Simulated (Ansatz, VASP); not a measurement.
# Cross-check of Al (Aluminum) between VASP and Ansatz, part 2 of 2

Aim: how closely do two programs agree when they are given the same cell, functional and k mesh? The cell is taken from a series of runs on this material, whose earlier steps may have relaxed, scaled, displaced or heated it; both programs get it as it stands.

VASP 6.6.1 and Ansatz 0.2.0.

So far: The structure; Ansatz: elastic constants, PBE.

## Step 3: VASP: elastic constants, PBE

Level of this step: PBE; plane waves and PAW (Al) (VASP).

The same cell, functional, mesh and smearing now go to VASP, with its own data sets.

Lines of VASP's logs that name or quote its potential files are left out, and so is its time.

INCAR

```
SYSTEM = Al
PREC = Accurate
ENCUT = 500
EDIFF = 1E-08
NELM = 120
ISMEAR = 1
SIGMA = 0.25
LREAL = .FALSE.
ALGO = Normal
GGA = PE
NBANDS = 7
LORBIT = 11
LWAVE = .FALSE.
LCHARG = .FALSE.
ISIF = 3
IBRION = 6
NFREE = 2
POTIM = 0.015
NSW = 1
LASPH = .TRUE.
GGA_COMPAT = .FALSE.
KPAR = 2
```

POSCAR

```
Al
1.0
    0.0000000000      2.0202717997      2.0202717997
    2.0202717997      0.0000000000      2.0202717997
    2.0202717997      2.0202717997      0.0000000000
Al
1
Direct
    0.0000000000      0.0000000000      0.0000000000
```

KPOINTS

```
Automatic mesh
0
Gamma
42 42 42
0 0 0
```

The projector-augmented-wave data sets are Al (PBE family, release 64).

Started as:

```bash
$ mpirun -np 2 vasp_std
```

Numbers of over 12 decimals in the logs are rounded to 6 here.

Log:

```text
[banner, memory and clock lines left out]
running    2 mpi-ranks, on    1 nodes
 distrk:  each k-point on    1 cores,    2 groups
 distr:  one band on    1 cores,    1 groups

 POSCAR found type information on POSCAR Al
 POSCAR found :  1 types and       1 ions
 LDA part: xc-table for (Slater+PW92), standard interpolation
 POSCAR, INCAR and KPOINTS ok, starting setup
 FFT: planning ... GRIDC
 FFT: planning ... GRID_SOFT
 FFT: planning ... GRID
 WAVECAR not read
 entering main loop
       N       E                     dE             d eps       ncg     rms          rms(c)
DAV:   1    -0.218421179168E+01   -0.21842E+01   -0.83146E+02 26838   0.223E+02
DAV:   2    -0.375864936724E+01   -0.15744E+01   -0.15123E+01 35343   0.215E+01
DAV:   3    -0.376855712266E+01   -0.99078E-02   -0.99017E-02 36638   0.193E+00
DAV:   4    -0.376857835986E+01   -0.21237E-04   -0.21236E-04 39977   0.774E-02
DAV:   5    -0.376857839311E+01   -0.33258E-07   -0.33114E-07 36974   0.186E-03    0.130E+00
DAV:   6    -0.375555732400E+01    0.13021E-01   -0.16514E-03 35245   0.221E-01    0.759E-01
DAV:   7    -0.374605057065E+01    0.95068E-02   -0.49606E-03 33124   0.359E-01    0.146E-01
DAV:   8    -0.374604590065E+01    0.46700E-05   -0.15522E-05 40005   0.315E-02    0.765E-03
DAV:   9    -0.374604439096E+01    0.15097E-05   -0.82854E-07 36939   0.452E-03    0.721E-04
DAV:  10    -0.374604400257E+01    0.38839E-06   -0.37815E-09 42112   0.467E-04    0.234E-04
DAV:  11    -0.374604396291E+01    0.39654E-07   -0.91980E-11 26502   0.628E-05    0.529E-05
DAV:  12    -0.374604397816E+01   -0.15250E-07   -0.96985E-12 20209   0.204E-05    0.731E-06
DAV:  13    -0.374604397941E+01   -0.12483E-08   -0.35335E-13 16765   0.399E-06
   1 F= -.37460440E+01 E0= -.37460031E+01  d E =-.122630E-03
[... from here on, the cycles between the ionic steps are left out ...]
   2 F= -.37447412E+01 E0= -.37447338E+01  d E =-.222443E-04
   3 F= -.37447764E+01 E0= -.37447322E+01  d E =-.132626E-03
   4 F= -.37447412E+01 E0= -.37447338E+01  d E =-.222439E-04
   5 F= -.37447764E+01 E0= -.37447322E+01  d E =-.132626E-03
   6 F= -.37447412E+01 E0= -.37447338E+01  d E =-.222439E-04
   7 F= -.37447764E+01 E0= -.37447322E+01  d E =-.132626E-03
   8 F= -.37456647E+01 E0= -.37456365E+01  d E =-.846638E-04
   9 F= -.37456647E+01 E0= -.37456365E+01  d E =-.846637E-04
  10 F= -.37456647E+01 E0= -.37456364E+01  d E =-.846648E-04
  11 F= -.37456647E+01 E0= -.37456365E+01  d E =-.846637E-04
  12 F= -.37456647E+01 E0= -.37456365E+01  d E =-.846639E-04
  13 F= -.37456647E+01 E0= -.37456365E+01  d E =-.846637E-04
  14 F= -.37460440E+01 E0= -.37460031E+01  d E =-.122630E-03
 Finite differences progress:
  Degree of freedom:   7/  7
  Displacement:        1/  2
  Total:              13/ 14
 bond charge predicted
       N       E                     dE             d eps       ncg     rms          rms(c)
DAV:   1    -0.374601102551E+01    0.32960E-04   -0.56856E-02 28070   0.151E+00    0.489E-02
DAV:   2    -0.374604768958E+01   -0.36664E-04   -0.39455E-04 40600   0.143E-01    0.309E-02
DAV:   3    -0.374604392902E+01    0.37606E-05   -0.18347E-05 33432   0.243E-02    0.119E-03
DAV:   4    -0.374604395339E+01   -0.24370E-07   -0.24287E-07 40404   0.338E-03    0.749E-04
DAV:   5    -0.374604398341E+01   -0.30017E-07   -0.35929E-08 37079   0.871E-04    0.215E-05
DAV:   6    -0.374604398339E+01    0.12093E-10   -0.29346E-10 25480   0.118E-04
  15 F= -.37460440E+01 E0= -.37460031E+01  d E =-.122630E-03
 Finite differences progress:
  Degree of freedom:   7/  7
  Displacement:        2/  2
  Total:              14/ 14
```

Parts of OUTCAR (step 3):

```text
ion  position               nearest neighbor table
   1  0.000  0.000  0.000-

  LATTYP: Found a face centered cubic cell.
 ALAT       =     4.0405435994

 Subroutine GETGRP returns: Found 48 space group operations
 (whereof 48 operations were pure point group operations)

The static configuration has the point symmetry O_h .

 Found   1903 irreducible k-points:

   k-points           NKPTS =   1903   k-points in BZ     NKDIM =   1903   number of bands    NBANDS=      7

   dimension x,y,z NGX =    24 NGY =   24 NGZ =   24
   dimension x,y,z NGXF=    48 NGYF=   48 NGZF=   48

   ENCUT  =  500.0 eV  36.75 Ry    6.06 a.u.   5.21  5.21  5.21*2*pi/ulx,y,z

   NELECT =       3.0000    total number of electrons

 k-points in reciprocal lattice and weights: Automatic mesh
   0.00000000  0.00000000  0.00000000       0.000
   0.02380952  0.00000000  0.00000000       0.000
   0.04761905  0.00000000  0.00000000       0.000
   0.07142857  0.00000000  0.00000000       0.000
   0.09523810  0.00000000  0.00000000       0.000
   0.11904762  0.00000000  0.00000000       0.000
   0.14285714  0.00000000  0.00000000       0.000
   0.16666667  0.00000000  0.00000000       0.000
   0.19047619  0.00000000  0.00000000       0.000
[...]
-0.26190476  0.47619048  0.23809524       0.000
  -0.26190476  0.50000000  0.23809524       0.000

 average (electrostatic) potential at core
       1 -72.6210

 E-fermi :   8.0120

 k-point     1 :       0.0000    0.0000    0.0000
  band No.  band energies     occupation
      1      -3.1325      2.00000
      2      20.6277      0.00000
      3      20.6277      0.00000
      4      20.6277      0.00000
      5      22.1234      0.00000
      6      22.1234      0.00000
    ...

 k-point     2 :       0.0238    0.0000    0.0000
  band No.  band energies     occupation
      1      -3.1171      2.00000
      2      20.2214      0.00000
      3      20.5572      0.00000
      4      20.5572      0.00000
      5      22.2180      0.00000
      6      22.2180      0.00000
    ...

 k-point     3 :       0.0476    0.0000    0.0000
  band No.  band energies     occupation
      1      -3.0708      2.00000
      2      19.4107      0.00000
      3      20.3851      0.00000
      4      20.3851      0.00000
      5      22.4624      0.00000
      6      22.4624      0.00000
    ...

  Total       -0.0047452     -0.0047452     -0.0047452     -0.0000000      0.0000000     -0.0000000
  in kB       -0.4610086     -0.4610086     -0.4610086     -0.0000000      0.0000000     -0.0000000
  external PRESSURE =      -0.4610086 kB  Pullay stress =       0.0000000 kB

  energy-cutoff  :      500.00
  volume of cell :       16.49
      direct lattice vectors                 reciprocal lattice vectors
     0.000000000  2.020271800  2.020271800    -0.247491451  0.247491451  0.247491451
     2.020271800  0.000000000  2.020271800     0.247491451 -0.247491451  0.247491451
     2.020271800  2.020271800  0.000000000     0.247491451  0.247491451 -0.247491451

 POSITION                                       TOTAL-FORCE (eV/Angst)
 -----------------------------------------------------------------------------------
     -0.01500      0.00000      0.00000        -0.000000      0.000000      0.000000
 -----------------------------------------------------------------------------------
    total drift:                               -0.000000      0.000000      0.000000

  FREE ENERGIE OF THE ION-ELECTRON SYSTEM (eV)
  ---------------------------------------------------
  free  energy   TOTEN  =        -3.7460439834 eV

  energy  without entropy=       -3.7459213530  energy(sigma->0) =       -3.74600311

  SYMMETRIZED ELASTIC MODULI (kBar)
 Direction    XX          YY          ZZ          XY          YZ          ZX
 --------------------------------------------------------------------------------
 XX        1112.4053    610.0217    610.0217      0.0000     -0.0000     -0.0000
 YY         610.0217   1112.4053    610.0217      0.0000     -0.0000      0.0000
 ZZ         610.0217    610.0217   1112.4053      0.0000      0.0000     -0.0000
 XY           0.0000      0.0000      0.0000    329.1101      0.0000      0.0000
 YZ          -0.0000     -0.0000      0.0000      0.0000    329.1101      0.0000
 ZX          -0.0000      0.0000     -0.0000      0.0000      0.0000    329.1101
 --------------------------------------------------------------------------------

 Eigenvectors and eigenvalues of the dynamical matrix
 ----------------------------------------------------

   1 f/i=    0.000000 THz     0.000000 2PiTHz    0.000000 cm-1     0.000000 meV
             X         Y         Z           dx          dy          dz
      0.000000  0.000000  0.000000     0.316228    0.948683    0.000000

   2 f/i=    0.000000 THz     0.000000 2PiTHz    0.000000 cm-1     0.000000 meV
             X         Y         Z           dx          dy          dz
      0.000000  0.000000  0.000000     0.948683   -0.316228    0.000000

   3 f/i=    0.000000 THz     0.000000 2PiTHz    0.000000 cm-1     0.000000 meV
             X         Y         Z           dx          dy          dz
      0.000000  0.000000  0.000000     0.000000    0.000000    1.000000

 ELASTIC MODULI CONTR FROM IONIC RELAXATION (kBar)
 Direction    XX          YY          ZZ          XY          YZ          ZX
 --------------------------------------------------------------------------------
 XX           0.0000      0.0000      0.0000      0.0000      0.0000      0.0000
 YY           0.0000      0.0000      0.0000      0.0000      0.0000      0.0000
 ZZ           0.0000      0.0000      0.0000      0.0000      0.0000      0.0000
 XY           0.0000      0.0000      0.0000      0.0000      0.0000      0.0000
 YZ           0.0000      0.0000      0.0000      0.0000      0.0000      0.0000
 ZX           0.0000      0.0000      0.0000      0.0000      0.0000      0.0000
 --------------------------------------------------------------------------------

 TOTAL ELASTIC MODULI (kBar)
 Direction    XX          YY          ZZ          XY          YZ          ZX
 --------------------------------------------------------------------------------
 XX        1112.4053    610.0217    610.0217      0.0000     -0.0000     -0.0000
 YY         610.0217   1112.4053    610.0217      0.0000     -0.0000      0.0000
 ZZ         610.0217    610.0217   1112.4053      0.0000      0.0000     -0.0000
 XY           0.0000      0.0000      0.0000    329.1101      0.0000      0.0000
 YZ          -0.0000     -0.0000      0.0000      0.0000    329.1101      0.0000
 ZX          -0.0000      0.0000     -0.0000      0.0000      0.0000    329.1101
 --------------------------------------------------------------------------------

 total charge
# of ion       s       p       d       tot
------------------------------------------
    1        0.429   0.339   0.000   0.768

[... 3 further parts left out ...]
```

The last energy, forces, stress and levels in OUTCAR belong to the last displaced cell, not to the cell of POSCAR.

Levels, forces or a CONTCAR printed for this step are those of its last displaced cell, not of the structure at rest.

## Step 4: Differences

Known differences besides the potentials themselves: the cutoff is 420 eV in Ansatz and 500 eV in VASP; VASP takes each elastic constant from one size of strain, Ansatz from those that its log lists. Total energies have different zeros and are not compared.

The two programs side by side:

```
 quantity  Ansatz   VASP  difference
C11 (GPa)   111.1  111.2     -0.17 %
C22 (GPa)   111.1  111.2     -0.17 %
C33 (GPa)   111.1  111.2     -0.17 %
C12 (GPa)    61.1   61.0     +0.12 %
C13 (GPa)    61.1   61.0     +0.12 %
C23 (GPa)    61.1   61.0     +0.12 %
C44 (GPa)    32.8   32.9     -0.26 %
C55 (GPa)    32.8   32.9     -0.26 %
C66 (GPa)    32.8   32.9     -0.26 %
```

## Step 5: Summary of results

| Property | Result |
| --- | --- |
| difference in C44 (elastic constants, PBE) | -0.26 % |

**Reading.** The difference in C44 is -0.26 % (elastic constants, PBE), within the 5 % picked in this series as the mark of a large difference. How closely two codes agree says nothing of how well the functional describes the real material.

[Lines on the potential files, build, host, timing and source positions are cut from VASP's logs without a mark.]

[Logs are printed without paths, hosts, clocks, repeated set-up lines and the standing remarks that a program may print on its own settings, such as how far it seeks lower states.]

[Hosts, paths, dates, database ids (printed as entryN), source tags and the programs' standing remarks are cut or masked in the printed files.]
